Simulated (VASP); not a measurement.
Data:

```
MgI2
1.0
    2.08164    -3.60551     0.00000
    2.08164     3.60551     0.00000
    0.00000     0.00000     6.88195
Mg I
1 2
Direct
  0.00000   0.00000   0.00000
  0.33333   0.66667   0.24200
  0.66667   0.33333   0.75800
```

The numbers are results of PBE GGA, VASP's PBE PAW potentials (set 64) (plane waves; VASP 6.6.1), not measurements. Run with 300 eV cut-off, 5×5×3 Γ-centred mesh, Fermi-Dirac smearing of 0.010 eV, potentials Mg I.

### Question
Give the stress tensor in GPa (positive for a compressed cell).

### Answer

```
0.94  0.00  0.00
0.00  0.94  0.00
0.00  0.00  1.18
```
The pressure is its mean diagonal, 1.02 GPa.

The structure is a typed MgI2 crystal (P-3m1). The cell was not relaxed at this level.
